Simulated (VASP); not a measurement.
# Band edges against the vacuum: GaN(110), part 3 of 3

Where do the bulk band edges lie against the vacuum outside GaN(110)? The cell is generated by rule, not measured, and may not be a known phase.

VASP 6.6.1, plane waves and PAW; the level of theory is named at each step.

So far, gap on the k-mesh (eV): step 3 (band edges of the bulk) 1.46.

## Step 5: Potential and states of the slab

Level of this step: PBE; plane waves and PAW (Ga, N) (VASP).

A static run writes the electrostatic potential without exchange and correlation (LVHAR), which is flat in the vacuum and gives the level to count from. The dipole correction cancels the field that unlike faces would set up across the vacuum.

The input, INCAR:

```
SYSTEM = GaN
PREC = Normal
ENCUT = 440
EDIFF = 1E-06
NELM = 120
ISMEAR = 0
SIGMA = 0.03
LREAL = Auto
ALGO = Fast
GGA = PE
NBANDS = 54
LORBIT = 11
LWAVE = .FALSE.
LCHARG = .TRUE.
KPAR = 4
IDIPOL = 3
LDIPOL = .TRUE.
DIPOL = 0.5 0.5 0.5
LVHAR = .TRUE.
LVACPOTAV = .TRUE.
NEDOS = 1500
```

The input, POSCAR:

```
GaN
1.0
    3.2441885076      0.0000000000      0.0000000000
    0.0000000000      4.5879753864      0.0000000000
    0.0000000000      0.0000000000     28.9767540306
Ga N
9 9
Direct
    0.0000000000      0.0427690275      0.2830884569
    0.5000000000      0.4957793651      0.3301329117
    0.0000000000      0.9950617386      0.3883993528
    0.5000000000      0.4935148546      0.4437822256
    0.0000000000      0.9948470418      0.5000000000
    0.5000000000      0.4935148546      0.5562177744
    0.0000000000      0.9950617386      0.6116006472
    0.5000000000      0.4957793651      0.6698670883
    0.0000000000      0.0427690275      0.7169115431
    0.0000000000      0.7417565252      0.3315014947
    0.5000000000      0.2468318061      0.2742417899
    0.0000000000      0.7438727629      0.4440164390
    0.5000000000      0.2456500114      0.3877015560
    0.0000000000      0.7438727629      0.5559835610
    0.5000000000      0.2446807755      0.5000000000
    0.0000000000      0.7417565252      0.6684985053
    0.5000000000      0.2456500114      0.6122984440
    0.5000000000      0.2468318061      0.7257582101
```

The input, KPOINTS:

```
Automatic mesh
0
Gamma
7 5 1
0 0 0
```

The input, KPOINTS_OPT:

```
Line mode
14
Line-mode
Reciprocal
  0.00000000   0.00000000   0.00000000 GAMMA
  0.50000000   0.00000000   0.00000000 X

  0.50000000   0.00000000   0.00000000 X
  0.50000000   0.50000000   0.00000000 S

  0.50000000   0.50000000   0.00000000 S
  0.00000000   0.50000000   0.00000000 Y

  0.00000000   0.50000000   0.00000000 Y
  0.00000000   0.00000000   0.00000000 GAMMA

  0.00000000   0.00000000   0.00000000 GAMMA
  0.50000000   0.50000000   0.00000000 S
```

Potentials, in the order of the species: Ga and N (PBE family, release 64).

On the command line:

```sh
> mpirun -np 4 vasp_std
```

Output:

```text
[... set-up lines as in an earlier step ...]
 entering main loop
       N       E                     dE             d eps       ncg     rms          rms(c)
DAV:   1     0.461087963632E+03    0.46109E+03   -0.26733E+04  1296   0.957E+02
DAV:   2    -0.489773216474E+02   -0.51007E+03   -0.48812E+03  1720   0.229E+02
DAV:   3    -0.122624578460E+03   -0.73647E+02   -0.72534E+02  1592   0.894E+01
DAV:   4    -0.125451498435E+03   -0.28269E+01   -0.28095E+01  1720   0.200E+01
DAV:   5    -0.125532387984E+03   -0.80890E-01   -0.80755E-01  1674   0.312E+00    0.269E+01
RMM:   6    -0.106164481508E+03    0.19368E+02   -0.61844E+01  1345   0.232E+01    0.102E+01
RMM:   7    -0.106411714136E+03   -0.24723E+00   -0.80629E+00  1566   0.964E+00    0.625E+00
RMM:   8    -0.106171961459E+03    0.23975E+00   -0.98753E-01  1544   0.319E+00    0.146E+00
RMM:   9    -0.106157322701E+03    0.14639E-01   -0.22700E-01  1711   0.139E+00    0.463E-01
RMM:  10    -0.106159350320E+03   -0.20276E-02   -0.72538E-02  1778   0.720E-01    0.285E-01
RMM:  11    -0.106162524095E+03   -0.31738E-02   -0.10248E-02  1586   0.401E-01    0.220E-01
RMM:  12    -0.106160937287E+03    0.15868E-02   -0.55916E-03  1673   0.232E-01    0.597E-02
RMM:  13    -0.106161588748E+03   -0.65146E-03   -0.34437E-03  1717   0.157E-01    0.581E-02
RMM:  14    -0.106161934853E+03   -0.34610E-03   -0.55012E-04  1647   0.814E-02    0.184E-02
RMM:  15    -0.106162525468E+03   -0.59062E-03   -0.38775E-04  1664   0.545E-02    0.190E-02
RMM:  16    -0.106162711507E+03   -0.18604E-03   -0.16537E-04  1693   0.350E-02    0.105E-02
RMM:  17    -0.106162777365E+03   -0.65858E-04   -0.37891E-05  1681   0.172E-02    0.463E-03
RMM:  18    -0.106162835625E+03   -0.58260E-04   -0.12755E-05  1504   0.842E-03    0.328E-03
RMM:  19    -0.106162870274E+03   -0.34649E-04   -0.79454E-06  1529   0.691E-03    0.286E-03
RMM:  20    -0.106162920350E+03   -0.50076E-04   -0.39432E-06  1377   0.450E-03    0.707E-04
RMM:  21    -0.106162933326E+03   -0.12976E-04   -0.12077E-06  1255   0.207E-03    0.431E-04
RMM:  22    -0.106162946495E+03   -0.13170E-04   -0.93818E-07  1127   0.162E-03    0.246E-04
RMM:  23    -0.106162948529E+03   -0.20332E-05   -0.22602E-07   958   0.109E-03    0.102E-04
RMM:  24    -0.106162949291E+03   -0.76202E-06   -0.11343E-07   855   0.905E-04
 -----------------------------------------------------------------------------
|                                                                             |
|           W    W    AA    RRRRR   N    N  II  N    N   GGGG   !!!           |
|           W    W   A  A   R    R  NN   N  II  NN   N  G    G  !!!           |
|           W    W  A    A  R    R  N N  N  II  N N  N  G       !!!           |
|           W WW W  AAAAAA  RRRRR   N  N N  II  N  N N  G  GGG   !            |
|           WW  WW  A    A  R   R   N   NN  II  N   NN  G    G                |
|           W    W  A    A  R    R  N    N  II  N    N   GGGG   !!!           |
|                                                                             |
|     Did not find any points to average over, which means that no vacuum     |
|     field-free region was found. Please increase the size of  your cell     |
|     in the dimension of the dipole correction to obtain accurate            |
|     workfunction values.                                                    |
|                                                                             |
 -----------------------------------------------------------------------------

   1 F= -.10616295E+03 E0= -.10616295E+03  d E =-.807408E-12
 Start KPOINTS_OPT (optional k-point list driver)
k-point batch [1-12\70]
       N       E                     dE             ncg
DAV:   1     0.300326867186E+02   -0.98419E+04     1296
DAV:   2    -0.537053532754E+04   -0.54006E+04     1736
DAV:   3    -0.612787323447E+04   -0.75734E+03     1536
DAV:   4    -0.615816511978E+04   -0.30292E+02     1696
DAV:   5    -0.615906124225E+04   -0.89612E+00     1720
DAV:   6    -0.615909985497E+04   -0.38613E-01     1784
DAV:   7    -0.615910123252E+04   -0.13776E-02     1760
DAV:   8    -0.615910128858E+04   -0.56060E-04     1712
DAV:   9    -0.615910129152E+04   -0.29406E-05     1424
DAV:  10    -0.615910129170E+04   -0.18030E-06     1088
[...]
k-point batch [61-70\70]
       N       E                     dE             ncg
DAV:   1     0.219506355909E+03   -0.17386E+05     1080
DAV:   2    -0.425440763371E+04   -0.44739E+04     1470
DAV:   3    -0.485420904743E+04   -0.59980E+03     1328
DAV:   4    -0.487761157079E+04   -0.23403E+02     1472
DAV:   5    -0.487833355396E+04   -0.72198E+00     1456
DAV:   6    -0.487836519907E+04   -0.31645E-01     1480
DAV:   7    -0.487836616393E+04   -0.96486E-03     1464
DAV:   8    -0.487836621199E+04   -0.48053E-04     1440
DAV:   9    -0.487836621452E+04   -0.25316E-05     1224
DAV:  10    -0.487836621468E+04   -0.16397E-06      992
```

Run time: 3 min. Hardware: 4 MPI ranks of AMD EPYC 7R43, shared host; peak memory 1.7 GiB.

Parts of OUTCAR (step 5):

```text
   NELECT =      72.0000    total number of electrons

 E-fermi :  -1.4379

 k-point     1 :       0.0000    0.0000    0.0000
  band No.  band energies     occupation
    ...
     32      -1.9905      2.00000
     33      -1.8313      2.00000
     34      -1.7620      2.00000
     35      -1.6736      2.00000
     36      -1.5728      2.00000
     37      -0.2347      0.00000
     38       0.3966      0.00000
     39       1.3916      0.00000
     40       1.8821      0.00000
     41       2.2383      0.00000
    ...

  Total        0.2367357     -1.0701985     -1.6371579      0.0000000      0.0000000      0.0000000
  in kB        0.8794222     -3.9755572     -6.0816895      0.0000000      0.0000000      0.0000000
  external PRESSURE =      -3.0592749 kB  Pullay stress =       0.0000000 kB

 POSITION                                       TOTAL-FORCE (eV/Angst)
 -----------------------------------------------------------------------------------
      0.00000      0.19622      8.20298        -0.000000      0.010961      0.017416
      1.62209      2.27462      9.56618        -0.000000     -0.016923      0.019362
      0.00000      4.56532     11.25455        -0.000000     -0.005979     -0.009883
      1.62209      2.26423     12.85937        -0.000000      0.009297     -0.003100
      0.00000      4.56433     14.48838        -0.000000     -0.006935      0.000000
      1.62209      2.26423     16.11739        -0.000000      0.009297      0.003100
      0.00000      4.56532     17.72220        -0.000000     -0.005979      0.009883
      1.62209      2.27462     19.41057        -0.000000     -0.016923     -0.019362
      0.00000      0.19622     20.77377        -0.000000      0.010961     -0.017416
      0.00000      3.40316      9.60584        -0.000000     -0.006005      0.025258
      1.62209      1.13246      7.94664         0.000000      0.004569     -0.014082
      0.00000      3.41287     12.86616         0.000000      0.008377     -0.004634
      1.62209      1.12704     11.23433        -0.000000      0.001770     -0.005781
      0.00000      3.41287     16.11060         0.000000      0.008377      0.004634
      1.62209      1.12259     14.48838        -0.000000     -0.005196      0.000000
      0.00000      3.40316     19.37092        -0.000000     -0.006005     -0.025258
      1.62209      1.12704     17.74242        -0.000000      0.001770      0.005781
      1.62209      1.13246     21.03012         0.000000      0.004569      0.014082
 -----------------------------------------------------------------------------------
    total drift:                                0.000000     -0.092372     -0.000040

  FREE ENERGIE OF THE ION-ELECTRON SYSTEM (eV)
  ---------------------------------------------------
  free  energy   TOTEN  =      -106.1629492906 eV

  energy  without entropy=     -106.1629492906  energy(sigma->0) =     -106.16294929

 vacuum level on the upper side and lower side of the slab         4.255         4.255

[... 8 parts as in an earlier step ...]

[... 10 further parts left out ...]
```

This step gave:

| Property | Result |
| --- | --- |
| electronic cycles | 24 |
| Fermi energy | -1.438 eV |
| least gap on mesh and path | 1.337 eV |
| least direct gap on mesh and path | 1.338 eV |
| vacuum levels | 4.255, 4.255 eV |
| ionisation potentials of the upper and lower face | 5.826, 5.826 eV |
| electron affinities of the upper and lower face | 4.490, 4.490 eV |

The electronic bands at the labelled points (eV, zero at the valence-band top; v1 is the highest filled band, c1 the lowest empty one):

| point | v4 | v3 | v2 | v1 | c1 | c2 | c3 | c4 |
| --- | --- | --- | --- | --- | --- | --- | --- | --- |
| Γ | -0.26 | -0.19 | -0.10 | 0.00 | 1.34 | 1.97 | 2.96 | 3.45 |
| 0.46 of the way | -1.10 | -0.87 | -0.30 | -0.17 | 2.95 | 3.10 | 3.78 | 4.11 |
| X | -1.48 | -1.43 | -0.27 | -0.20 | 2.80 | 2.95 | 3.57 | 3.93 |
| 0.54 of the way | -1.42 | -1.33 | -0.25 | -0.17 | 3.26 | 3.30 | 4.58 | 4.72 |
| S | -1.20 | -1.11 | -0.28 | -0.16 | 3.13 | 3.26 | 4.59 | 4.93 |
| 0.54 of the way | -1.05 | -1.00 | -0.16 | -0.14 | 3.54 | 3.59 | 4.90 | 5.14 |
| Y | -1.02 | -0.99 | -0.24 | -0.23 | 3.30 | 3.31 | 4.22 | 4.32 |
| 0.54 of the way | -0.56 | -0.55 | -0.15 | -0.11 | 2.52 | 2.63 | 3.20 | 3.76 |
| Γ | -0.26 | -0.19 | -0.10 | 0.00 | 1.34 | 1.97 | 2.96 | 3.45 |
| 0.54 of the way | -0.98 | -0.84 | -0.23 | -0.15 | 3.24 | 3.36 | 4.25 | 4.69 |
| S | -1.20 | -1.11 | -0.28 | -0.16 | 3.13 | 3.26 | 4.59 | 4.93 |

Of the projections kept (Ga, N), the largest for each band there; the rest of the weight can lie on other orbitals:

| point | v4 | v3 | v2 | v1 | c1 | c2 | c3 | c4 |
| --- | --- | --- | --- | --- | --- | --- | --- | --- |
| Γ | N 0.72 | N 0.74 | N 0.75 | N 0.79 | N 0.53 | N 0.58 | N 0.60 | Ga 0.77 |
| X | N 0.65 | N 0.65 | N 0.79 | N 0.79 | Ga 0.90 | Ga 0.90 | Ga 0.83 | Ga 0.78 |
| S | N 0.65 | N 0.67 | N 0.78 | N 0.80 | Ga 0.81 | Ga 0.78 | Ga 0.65 | Ga 0.64 |
| Y | N 0.61 | N 0.63 | N 0.76 | N 0.76 | Ga 0.63 | Ga 0.63 | N 0.51 | Ga 0.65 |
| Γ | N 0.72 | N 0.74 | N 0.75 | N 0.79 | N 0.53 | N 0.58 | N 0.60 | Ga 0.77 |
| S | N 0.65 | N 0.67 | N 0.78 | N 0.80 | Ga 0.81 | Ga 0.78 | Ga 0.65 | Ga 0.64 |

The planar average of the electrostatic potential oscillates, so the rows of the table below give means over windows of 1 Å about each position, cut where the curve ends. Its maxima inside the range that stand out by 2 % of the span (Å: eV): 8.5: -1.74, 10.4: -1.23, 12.0: -1.76, 13.7: -1.64, 15.3: -1.64, 17.0: -1.76, 18.5: -1.23, 20.5: -1.74. Its minima: 7.8: -3.53, 9.4: -3.98, 11.0: -3.66, 13.0: -3.73, 14.7: -3.69, 15.9: -3.73, 18.0: -3.66, 19.6: -3.98, 21.2: -3.53.

Zero at the Fermi level. The planar average of the electrostatic potential by height; means over each step:

| height (Å) | planar average of the electrostatic potential (eV) |
| --- | --- |
| 0 | 5.70 |
| 1 | 5.70 |
| 2 | 5.70 |
| 3 | 5.70 |
| 4 | 5.70 |
| 5 | 5.69 |
| 6 | 5.60 |
| 7 | 3.74 |
| 8 | -2.67 |
| 9 | -3.22 |
| 10 | -2.78 |
| 11 | -2.99 |
| 12 | -2.33 |
| 13 | -3.30 |
| 14 | -2.61 |
| 15 | -2.57 |
| 16 | -3.33 |
| 17 | -2.33 |
| 18 | -2.94 |
| 19 | -2.84 |
| 20 | -3.18 |
| 21 | -2.64 |
| 22 | 3.88 |
| 23 | 5.61 |
| 24 | 5.69 |
| 25 | 5.70 |
| 26 | 5.70 |
| 27 | 5.70 |
| 28 | 5.70 |

Density of states in the PAW spheres, an atom over height of the layer and energy from the Fermi level.

Ten even steps from '_' (0.00 states/eV) to '@' (1.74 states/eV), each cell a mean:
```
________________________
________________________
@@::..::________....::@@
..____..__......______..
--..::--..::--::::::..--
==::--==::----------::==
--::----::----------::--
::::----::--::------::::
....::--::::::::::::....
....::::::::::::::::....
....::::..::::::..::....
............::..........
________________________
__..________________..__
__....__..________....__
..--::..::......::::--..
..::--::++======----::..
____....::..::......____
________________________
________________________
________________________
________________________
```
Columns: height of the layer (Å) from 7.9 to 21 (not evenly spaced); rows upwards: energy from the Fermi level (eV) from -7.9 to 0.5.

Electrostatic potential energy in the cb plane at fractional x = 0.000, with atoms of Ga and N within 0.2 Å of it. With pseudopotentials it is smooth inside the atoms' cores, unlike the true potential.

Ten even steps from '0' (-27 eV) to '9' (5 eV), each cell a mean:
```
99999999999999999987437635775489647875499647
99999999999999999998743454126444354125444354
99999999999999999999887861004765660004765760
99999999999999999999999971005888871005888870
99999999999999999999999986458999986458999986
99999999999999999999999998889999998889999998
99999999999999999999999998889999998889999998
99999999999999999999998888889999998889999998
99999999999999999999876678888888888888888888
99999999999999999998634446888644578888644578
99999999999999999997469945886357447886367448
99999999999999999987379954885499737885599737
```
Columns run along c (16.0 Å, from fractional 0.00 to 0.55 of the cell; values clipped at the 3rd and 97th percentile), rows up along b (4.6 Å). Atoms in or near the plane, at fractional coordinates: Ga at (0.28, 0.04), Ga at (0.39, 0.00), Ga at (0.50, 0.99), N at (0.33, 0.74), N at (0.44, 0.74).

Valence density in the cb plane at fractional x = 0.000, with atoms of Ga and N within 0.2 Å of it. It is the smooth field of the valence electrons, not physical close to the nuclei.

Ten steps, logarithmic in the rise over the least value, from '0' (0.0 e/Å³) to '9' (3.5 e/Å³), each cell a mean:
```
00000000000000000012333356665421355665421355
00000000000000000001233468887543468887544568
00000000000000000000123469997543479997544579
00000000000000000000012468997533468997433468
00000000000000000000011356875322357875322357
00000000000000000000011234553211234553211234
00000000000000000000111223332211123332211123
00000000000000000001122222222222222222222222
00000000000000000011233332222233322112233322
00000000000000000012344333222334332222334332
00000000000000000012332233323333333223433332
00000000000000000012330134444310344444310344
```
Columns run along c (16.0 Å, from fractional 0.00 to 0.55 of the cell), rows up along b (4.6 Å). Atoms in or near the plane, at fractional coordinates: Ga at (0.28, 0.04), Ga at (0.39, 0.00), Ga at (0.50, 0.99), N at (0.33, 0.74), N at (0.44, 0.74).

The map of layer states is cut here 0.5 eV above the Fermi level, so it leaves out the states above that.

The vacuum level lies 5.83 eV above the highest filled level at the upper face; both faces agree, as the slab has next to no dipole.

The program found no field-free point at its default tolerance, but its printed level agrees with the flat part of the planar average.

## Step 6: Lining up bulk and slab

This step: band edges against the vacuum, PBE; plane waves and PAW (VASP 6.6.1).

Derived from the runs above.

Numbers from this step:

- ionisation energy: 6.020 eV
- offset spread: 0.02800 eV
- bulk gap: 1.457 eV
- slab gap: 1.337 eV
- electron affinity: 4.564 eV
- buckling: 0.2563 Å
- tilt: 15.31 degree
- surface energy, relaxed: 1.758 J/m²

The averaged core potentials of the four middle atoms lie -4.268 eV from those of the bulk run. The bulk valence top (2.502 eV), moved by that offset, is taken from the upper vacuum level (4.255 eV).

## Step 7: Outcome

| Property | Result |
| --- | --- |
| ionisation energy | 6.02 eV |
| electron affinity | 4.56 eV |
| buckling | 0.256 Å |
| surface energy, relaxed | 1.76 J/m² |

The bulk valence-band top lies 6.02 eV below the vacuum of GaN(110), and the conduction-band bottom 4.56 eV. The top layer buckles by 0.26 Å, a tilt of 15°, with N outermost, as the anion takes the dangling-bond electrons and the cation flattens towards sp². The surface costs 1.76 J/m². The slab's least gap is 1.34 eV, against 1.46 eV in the bulk. Confinement widens it, surface states can narrow it, and the two gaps need not lie at the same wave vector; the faces' own affinities count to the slab's lowest empty state. The offsets of the four middle atoms spread by 0.03 eV; a shift common to all four would not show in it. One thickness was run. Semilocal band edges put the valence top too high and the gap too small. Spin-orbit coupling, left out here, would raise the valence top further.

[Lines on the potential files, build, host, timing and source positions are cut from VASP's logs without a mark.]

[Logs are printed without paths, hosts, clocks, repeated set-up lines and the standing remarks that a program may print on its own settings, such as how far it seeks lower states.]

[Hosts, paths, dates, database ids (printed as entryN), source tags and the programs' standing remarks are cut or masked in the printed files.]

[Runs that stopped without an error message from VASP are left out.]
